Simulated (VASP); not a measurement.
VASP input:

KPOINTS:
```
Automatic mesh
0
Gamma
6 6 6
0 0 0
```

INCAR:
```
SYSTEM = Ru3W
PREC = Accurate
ENCUT = 300
EDIFF = 1E-6
NELM = 100
ALGO = Normal
LREAL = .FALSE.
LASPH = .TRUE.
ISMEAR = -1
SIGMA = 0.1
GGA = PE
LMAXMIX = 6
LWAVE = .FALSE.
LCHARG = .FALSE.
ISIF = 2
```

### POSCAR
```
Ru3W
1
    3.8187790000     0.0000000000     0.0000000000
    0.0000000000     3.8187790000     0.0000000000
    0.0000000000     0.0000000000     3.8187790000
Ru W
3 1
Direct
  0.0077780000   0.5000730000   0.4952030000
  0.4912730000   0.5104960000  -0.0175160000
  0.5093990000  -0.0078210000   0.5107690000
 -0.0084500000  -0.0027480000   0.0115440000
```

POTCAR, in this order: Ru_pv W_sv (PBE.64 set). Program: vasp_std.

Translate this PBE calculation to Quantum ESPRESSO's pw.x.

One equivalent input (not run):
```
&CONTROL
  calculation = 'scf'
  pseudo_dir = './pseudo'
  outdir = './out'
  tprnfor = .true.
  tstress = .true.
/
&SYSTEM
  ibrav = 0
  nat = 4
  ntyp = 2
  ecutwfc = 84
  occupations = 'smearing'
  smearing = 'fermi-dirac'
  degauss = 0.00735
  input_dft = 'pbe'
/
&ELECTRONS
  conv_thr = 7.3e-08
  electron_maxstep = 100
/
ATOMIC_SPECIES
  Ru 101.070 Ru.upf
  W 183.840 W.upf
CELL_PARAMETERS angstrom
     3.8187790    0.0000000    0.0000000
     0.0000000    3.8187790    0.0000000
     0.0000000    0.0000000    3.8187790
ATOMIC_POSITIONS crystal
  Ru   0.0077780  0.5000730  0.4952030
  Ru   0.4912730  0.5104960 -0.0175160
  Ru   0.5093990 -0.0078210  0.5107690
  W   -0.0084500 -0.0027480  0.0115440
K_POINTS automatic
  6 6 6 0 0 0
```
What does not carry over: the potentials are each code's own (VASP's PAW set, PseudoDojo norm-conserving files in pw.x), so ENCUT and ecutwfc are chosen apart and not converted; conv_thr bounds pw.x's estimated SCF error, while EDIFF bounds the energy change between steps.

The structure was generated: Ru3W was put into an ordered model structure, which need not be its known phase. The cell was not relaxed at this level, atoms are displaced from their ideal sites.
